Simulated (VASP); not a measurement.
VASP input:

INCAR:
```
# general
SYSTEM  = VSi
PREC    = Accurate
ENCUT   = 400
LREAL   = .False.
LASPH   = .True.

# electronic loop
EDIFF   = 1E-6
NELM    = 100
ALGO    = Normal
LMAXMIX = 4

# smearing
ISMEAR  = 1
SIGMA   = 0.1

# functional
GGA     = PS

# spin
ISPIN   = 2
MAGMOM  = 2.0 2.0 0.0 0.0

# ions
IBRION  = 2
NSW     = 60
ISIF    = 3
EDIFFG  = -0.02

# output
LWAVE   = .False.
LCHARG  = .False.
LORBIT  = 10
```

File KPOINTS:
```
K-points
0
Gamma
12 12 12
```

**POSCAR**
```
VSi
1
   -1.6133439414     1.6133439414     5.3470118997
    1.6133439414    -1.6133439414     5.3470118997
    1.6133439414     1.6133439414    -5.3470118997
V Si
2 2
Direct
  0.7476158356   0.7476158356   0.0000000000
  0.4976158356   0.9976158356   0.5000000000
  0.1683841644   0.1683841644   0.0000000000
  0.9183841644   0.4183841644   0.5000000000
```

POTCAR, in this order: V_sv Si (PBE.64 set). Program: vasp_std.

Task: Translate this PBEsol calculation to Ansatz.

Result: One equivalent input (not run):
Ansatz 0.2 input:
```yaml
crystal:
  lattice:
    - [-1.6133439, 1.6133439, 5.3470119]
    - [1.6133439, -1.6133439, 5.3470119]
    - [1.6133439, 1.6133439, -5.3470119]
  atoms:
    - { symbol: V, position: [0.7476158, 0.7476158, 0.0000000], spin: 2 }
    - { symbol: V, position: [0.4976158, 0.9976158, 0.5000000], spin: 2 }
    - { symbol: Si, position: [0.1683842, 0.1683842, 0.0000000] }
    - { symbol: Si, position: [0.9183842, 0.4183842, 0.5000000] }
kpoints:
  mp_grid: { grid: [12, 12, 12] }
hamiltonian:
  xc: pbesol
  pseudopotentials: { kind: paw }
magnetization: { spin_polarized: true }
scf:
  occupations: { method: methfessel_paxton, width: 0.1 }
  max_iter: 100
relax:
  max_steps: 60
  f_tol: 0.02
  cell: {}
output: { forces: true, stress: true, eigenvalues: true }
```
What does not carry over: each code has its own PAW files, so the cut-off isn't converted (ENCUT is set for VASP's; basis.ecutwfc is left out, and Ansatz then takes the one that its files recommend); Ansatz stops its SCF on the density residual and VASP on the energy change (EDIFF).

The structure was generated: VSi was put into the NbAs type (I4_1md), which need not be its known phase. This run relaxes it. Symmetry was kept, so distortions that lower it aren't found. The start is the result of an earlier pass.
